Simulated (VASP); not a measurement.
Write the native input for VASP 6.6.1 that does the following.

| Quantity | Value |
| --- | --- |
| Task | relaxation of cell and atoms |
| Functional | PBE |
| Potentials or basis | VASP PAW PBE potentials, release 64 (Hf_pv, In_d, Se) |
| Cutoff | 520 eV |
| k mesh | 3 × 3 × 2 |
| Occupations | gaussian, width 0.15 eV |
| Spin | no spin polarisation |
| Further INCAR settings | PREC = Normal; ALGO = Fast; EDIFF = 0.0001; IBRION = 2; EDIFFG = -0.08; NSW = 24; ISIF = 3 |

The structure of HfIn2Se5 lies in POSCAR:

```
HfIn2Se5
1.0
    5.6321112400      0.0000000000      0.0000000000
   -2.8160556200      4.8775514100      0.0000000000
    0.0000000000      0.0000000000      9.4521698300
Hf In Se
1 2 5
Direct
    0.0000000000      0.0000000000      0.5000000000
    0.0000000000      0.0000000000      0.1238386000
    0.0000000000      0.0000000000      0.8761614000
    0.5000000000      0.0000000000      0.5000000000
    0.0000000000      0.5000000000      0.5000000000
    0.5000000000      0.5000000000      0.5000000000
    0.3333333300      0.6666666700      0.0000000000
    0.6666666700      0.3333333300      0.0000000000
```

The cell was built by a generator and needn't be a form met in nature.

These files were run (other wordings do the same):

INCAR

```
ALGO = Fast
EDIFF = 1E-4
EDIFFG = -0.08
ENCUT = 520
GGA = PE
IBRION = 2
ISIF = 3
ISMEAR = 0
LASPH = True
LCHARG = False
LREAL = False
LWAVE = False
NELM = 60
NSW = 24
PREC = Normal
SIGMA = 0.15
```

KPOINTS

```
k-points
0
Gamma
  3 3 2
```

Potentials or basis: VASP PAW PBE potentials, release 64 (Hf_pv, In_d, Se).

Launch:

```bash
$ cat potpaw_PBE.64/Hf_pv/POTCAR potpaw_PBE.64/In_d/POTCAR potpaw_PBE.64/Se/POTCAR > POTCAR
$ mpirun -np 1 vasp_std > vasp.out
```

It gave:

- Relaxed volume: 29.08 Å³/atom
- Relaxed cell: a = 5.465 Å, b = 5.465 Å, c = 8.996 Å, α = 90.00°, β = 90.00°, γ = 120.00°
- Space group after relaxing (to 0.05 Å): P6/mmm (No. 191)
- Energy gained by relaxing: 240.6 meV/atom
- Ionic steps: 15
- Pressure after relaxing: 0.1 GPa
- Largest force after relaxing: 0.030 eV/Å
- Band gap on the k mesh: none (metal or under the smearing width)

Caveat: the k mesh is coarse (spacing up to 0.43 Å⁻¹), so the values aren't converged; this functional lacks dispersion, which binds the layers, so the pressure and a relaxed spacing across them are unreliable; the relaxation stopped at a loose force limit of 0.08 eV/Å, so its end isn't a converged minimum.

Run time: 4.2 min on 1 thread of Intel(R) Xeon(R) 6975P-C (Granite Rapids), with other jobs on the host, peak memory 0.27 GiB.
